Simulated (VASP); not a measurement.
Computed with PBE GGA, VASP's PBE PAW potentials (set 64) (plane waves; VASP).

A VASP calculation is set up with these files.

POSCAR:
```
HgTe
1
    0.0000000000     3.3273268960     3.3273268960
    3.3273268960     0.0000000000     3.3273268960
    3.3273268960     3.3273268960     0.0000000000
Hg Te
1 1
Direct
  0.0000000000   0.0000000000   0.0000000000
  0.2500000000   0.2500000000   0.2500000000
```

### KPOINTS
```
Automatic mesh
0
Gamma
11 11 11
0 0 0
```

**INCAR**
```
NELM=100
LREAL=F   ! projection in real space or not
LWAVE=F
LCHARG=T
ISIF=2
NEDOS=601   ! DOS grid
LMAXMIX=6   ! l cut-off of mixed one-centre charges
ALGO=Normal   ! blocked Davidson
LORBIT=11
EDIFF=1E-7
ISMEAR=-5
PREC=Accurate
ENCUT=520   ! plane-wave cut-off (eV)
SYSTEM=HgTe
LASPH=T   ! aspherical one-centre terms
GGA=PE
```

POTCAR, in this order: Hg Te (PBE.64 set). Program: vasp_std.

Output

File OUTCAR:
```
 ion  position               nearest neighbor table
   1  0.000  0.000  0.000-   2 2.88   2 2.88   2 2.88   2 2.88
   2  0.250  0.250  0.250-   1 2.88   1 2.88   1 2.88   1 2.88
  LATTYP: Found a face centered cubic cell.
 ALAT       =     6.6546537920
 Subroutine PRICEL returns:
 Original cell was already a primitive cell.
 Subroutine GETGRP returns: Found 24 space group operations
The static configuration has the point symmetry T_d .
The dynamic configuration has the point symmetry T_d .
 Subroutine INISYM returns: Found 24 space group operations
 Subroutine IBZKPT returns following result:
 Found     56 irreducible k-points:

 Following reciprocal coordinates:
            Coordinates               Weight
  0.000000  0.000000  0.000000      1.000000
  0.090909  0.000000  0.000000      8.000000
  0.181818  0.000000  0.000000      8.000000
  0.272727  0.000000  0.000000      8.000000
  0.363636  0.000000  0.000000      8.000000
  0.454545  0.000000  0.000000      8.000000
  0.090909  0.090909  0.000000      6.000000
  0.181818  0.090909  0.000000     24.000000
  0.272727  0.090909  0.000000     24.000000
  0.363636  0.090909  0.000000     24.000000
  0.454545  0.090909  0.000000     24.000000
 -0.454545  0.090909  0.000000     24.000000
 -0.363636  0.090909  0.000000     24.000000
 -0.272727  0.090909  0.000000     24.000000
 -0.181818  0.090909  0.000000     24.000000
 -0.090909  0.090909  0.000000     12.000000
  0.181818  0.181818  0.000000      6.000000
  0.272727  0.181818  0.000000     24.000000
  0.363636  0.181818  0.000000     24.000000
  0.454545  0.181818  0.000000     24.000000
 -0.454545  0.181818  0.000000     24.000000
 -0.363636  0.181818  0.000000     24.000000
 -0.272727  0.181818  0.000000     24.000000
 -0.181818  0.181818  0.000000     12.000000
  0.272727  0.272727  0.000000      6.000000
  0.363636  0.272727  0.000000     24.000000
  0.454545  0.272727  0.000000     24.000000
 -0.454545  0.272727  0.000000     24.000000
 -0.363636  0.272727  0.000000     24.000000
 -0.272727  0.272727  0.000000     12.000000
  0.363636  0.363636  0.000000      6.000000
  0.454545  0.363636  0.000000     24.000000
 -0.454545  0.363636  0.000000     24.000000
 -0.363636  0.363636  0.000000     12.000000
  0.454545  0.454545  0.000000      6.000000
 -0.454545  0.454545  0.000000     12.000000
  0.272727  0.181818  0.090909     24.000000
  0.363636  0.181818  0.090909     48.000000
  0.454545  0.181818  0.090909     48.000000
 -0.454545  0.181818  0.090909     48.000000
   k-points           NKPTS =     56   k-points in BZ     NKDIM =     56   number of bands    NBANDS=     13
   number of dos      NEDOS =    601   number of ions     NIONS =      2
   total plane-waves  NPLWV =  46656
   dimension x,y,z NGX =    36 NGY =   36 NGZ =   36
   dimension x,y,z NGXF=    72 NGYF=   72 NGZF=   72
   ions per type =               1   1
   PREC   = accura    normal or accurate (medium, high low for compatibility)
   ISTART =      0    job   : 0-new  1-cont  2-samecut
   ICHARG =      2    charge: 1-file 2-atom 10-const
   ISPIN  =      1    spin polarized calculation?
   LNONCOLLINEAR =      F non collinear calculations
   LSORBIT =      F    spin-orbit coupling
   INIWAV =      1    electr: 0-lowe 1-rand  2-diag
   ENCUT  =  520.0 eV  38.22 Ry    6.18 a.u.   8.75  8.75  8.75*2*pi/ulx,y,z
   NELM   =    100;   NELMIN=  2; NELMDL= -5     # of ELM steps
   EDIFF  = 0.1E-06   stopping-criterion for ELM
   LREAL  =      F    real-space projection
   NLSPLINE    = F    spline interpolate recip. space projectors
   LMAXMIX     =    6 max onsite mixed and CHGCAR
...
```

### OSZICAR
```
       N       E                     dE             d eps       ncg     rms          rms(c)
DAV:   1     0.108285560651E+03    0.10829E+03   -0.80319E+03  1456   0.119E+03
DAV:   2     0.802481494621E+00   -0.10748E+03   -0.10221E+03  1581   0.264E+02
DAV:   3    -0.380460873417E+01   -0.46071E+01   -0.45883E+01  1786   0.566E+01
DAV:   4    -0.385205807341E+01   -0.47449E-01   -0.47442E-01  1944   0.531E+00
DAV:   5    -0.385228854907E+01   -0.23048E-03   -0.23047E-03  1771   0.328E-01    0.655E+00
DAV:   6    -0.365734077052E+01    0.19495E+00   -0.48105E-01  1621   0.971E+00    0.531E+00
DAV:   7    -0.365206625832E+01    0.52745E-02   -0.97636E-02  1616   0.239E+00    0.208E+00
DAV:   8    -0.365157509830E+01    0.49116E-03   -0.92680E-03  1536   0.127E+00    0.534E-01
DAV:   9    -0.365161733254E+01   -0.42234E-04   -0.81962E-04  1761   0.347E-01    0.107E-01
DAV:  10    -0.365164931623E+01   -0.31984E-04   -0.93595E-05  1616   0.964E-02    0.502E-02
DAV:  11    -0.365166395457E+01   -0.14638E-04   -0.30827E-05  1551   0.449E-02    0.239E-02
DAV:  12    -0.365166301160E+01    0.94297E-06   -0.38721E-06  1721   0.155E-02    0.144E-02
DAV:  13    -0.365166299200E+01    0.19609E-07   -0.29466E-07  1596   0.405E-03
   1 F= -.36516630E+01 E0= -.36516630E+01  d E =0.000000E+00
```

**OUTCAR**
```
------------------------ aborting loop because EDIFF is reached ----------------------------------------
  FORCE on cell =-STRESS in cart. coord.  units (eV):
  Direction    XX          YY          ZZ          XY          YZ          ZX
  --------------------------------------------------------------------------------------
  Total       -0.0102083     -0.0102083     -0.0102083      0.0000000      0.0000000      0.0000000
  in kB       -0.2219965     -0.2219965     -0.2219965      0.0000000      0.0000000      0.0000000
  external PRESSURE =      -0.2219965 kB  Pullay stress =       0.0000000 kB
  volume of cell :       73.67
      direct lattice vectors                 reciprocal lattice vectors
     0.000000000  3.327326896  3.327326896    -0.150270778  0.150270778  0.150270778
     3.327326896  0.000000000  3.327326896     0.150270778 -0.150270778  0.150270778
     3.327326896  3.327326896  0.000000000     0.150270778  0.150270778 -0.150270778
 POSITION                                       TOTAL-FORCE (eV/Angst)
 -----------------------------------------------------------------------------------
      0.00000      0.00000      0.00000        -0.000000     -0.000000     -0.000000
      1.66366      1.66366      1.66366         0.000000      0.000000      0.000000
 -----------------------------------------------------------------------------------
    total drift:                               -0.000000     -0.000000     -0.000000
  FREE ENERGIE OF THE ION-ELECTRON SYSTEM (eV)
  ---------------------------------------------------
  free  energy   TOTEN  =        -3.6516629920 eV

  energy  without entropy=       -3.6516629920  energy(sigma->0) =       -3.65166299

 total charge

# of ion       s       p       d       tot
------------------------------------------
    1        0.741   0.355   9.361  10.457
    2        1.374   1.942   0.025   3.341
--------------------------------------------------
tot          2.115   2.297   9.386  13.799
```
(Selected blocks of OUTCAR.)

File OUTCAR:
```
 val. band max:        2.2175245625   @ k =   0.0000   0.0000   0.0000

 cond. band min:       2.2175245986   @ k =   0.0000   0.0000   0.0000


 Fermi energy:         2.2186305605

 k-point     1 :       0.0000    0.0000    0.0000
  band No.  band energies     occupation
      1      -9.1855      2.00000
      2      -4.6650      2.00000
      3      -4.6650      2.00000
      4      -4.6650      2.00000
      5      -4.2347      2.00000
      6      -4.2347      2.00000
      7       1.2904      2.00000
      8       2.2175      2.00000
      9       2.2175      2.00000
     10       2.2175      0.00001
     11       6.5936      0.00000
     12       6.5936      0.00000
     13       6.5936      0.00000

 k-point     2 :       0.0909    0.0000    0.0000
  band No.  band energies     occupation
      1      -9.1511      2.00000
      2      -4.6555      2.00000
      3      -4.6555      2.00000
      4      -4.6498      2.00000
      5      -4.2356      2.00000
      6      -4.2356      2.00000
      7       0.7103      2.00000
      8       2.1385      2.00000
      9       2.1385      2.00000
     10       2.6105     -0.00000
     11       6.4868      0.00000
     12       6.7067      0.00000
     13       6.7067      0.00000

 k-point     3 :       0.1818    0.0000    0.0000
  band No.  band energies     occupation
      1      -9.0565      2.00000
      2      -4.6308      2.00000
      3      -4.6308      2.00000
      4      -4.5945      2.00000
      5      -4.2366      2.00000
      6      -4.2366      2.00000
      7      -0.2327      2.00000
      8       1.9420      2.00000
      9       1.9420      2.00000
     10       2.9665      0.00000
     11       6.6258      0.00000
     12       6.9682      0.00000
     13       6.9682      0.00000

 k-point     4 :       0.2727    0.0000    0.0000
  band No.  band energies     occupation
      1      -8.9274      2.00000
      2      -4.6011      2.00000
      3      -4.6011      2.00000
...
```

For a metal the tetrahedron method with Blöchl corrections gives inexact stress and forces. Unless said otherwise, spin-orbit coupling is left out, though it shifts the bands of the heavy elements here.

The compound is HgTe in the zinc blende structure. It was relaxed first, which changed the volume by +9 %.
